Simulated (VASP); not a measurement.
An input for Quantum ESPRESSO's pw.x (written as the equivalent of a VASP run, and not itself run):

```
&CONTROL
  calculation = 'vc-relax'
  pseudo_dir = './pseudo'
  outdir = './out'
  tprnfor = .true.
  tstress = .true.
  nstep = 60
  forc_conv_thr = 0.00039
/
&SYSTEM
  ibrav = 0
  nat = 2
  ntyp = 2
  ecutwfc = 84
  occupations = 'smearing'
  smearing = 'gaussian'
  degauss = 0.003675
  input_dft = 'revpbe'
/
&ELECTRONS
  conv_thr = 7.3e-08
  electron_maxstep = 100
/
&IONS
/
&CELL
/
ATOMIC_SPECIES
  Al 26.982 Al.upf
  N 14.007 N.upf
CELL_PARAMETERS angstrom
     0.0000000    2.2096641    2.2096641
     2.2096641   -0.0000000    2.2096641
     2.2096641    2.2096641    0.0000000
ATOMIC_POSITIONS crystal
  Al   0.0000000  0.0000000  0.0000000
  N    0.2500000  0.2500000  0.2500000
K_POINTS automatic
  9 9 9 0 0 0
```

### Question
Translate this input to VASP (INCAR, KPOINTS, POSCAR, choice of POTCAR).

### Answer
This is not unique; one that fits is 
**INCAR**
```
ALGO = Normal
EDIFF = 1E-6
EDIFFG = -0.01
ENCUT = 520
GGA = RE
IBRION = 2
ISIF = 3
ISMEAR = 0
LASPH = .True.
LCHARG = .False.
LREAL = .False.
LWAVE = .False.
NELM = 100
NSW = 60
PREC = Accurate
SIGMA = 0.05
SYSTEM = AlN
```

**KPOINTS**
```
K-points
0
G
9 9 9
0 0 0
```

File POSCAR:
```
AlN
1
    0.0000000000     2.2096640720     2.2096640720
    2.2096640720    -0.0000000000     2.2096640720
    2.2096640720     2.2096640720     0.0000000000
Al N
1 1
Direct
  0.0000000000   0.0000000000   0.0000000000
  0.2500000000   0.2500000000   0.2500000000
```

POTCAR, in this order: Al N (PBE.64 set). Program: vasp_std.

Limits of the translation: the potentials are each code's own (VASP's PAW set, PseudoDojo norm-conserving files in pw.x), so ENCUT and ecutwfc are chosen apart and not converted; conv_thr bounds pw.x's estimated SCF error, while EDIFF bounds the energy change between steps; forc_conv_thr acts on force components and is met together with etot_conv_thr.

The compound is AlN in the zinc blende structure, a metastable form; wurtzite is the usual one. It was relaxed first. The start is the result of an earlier pass.
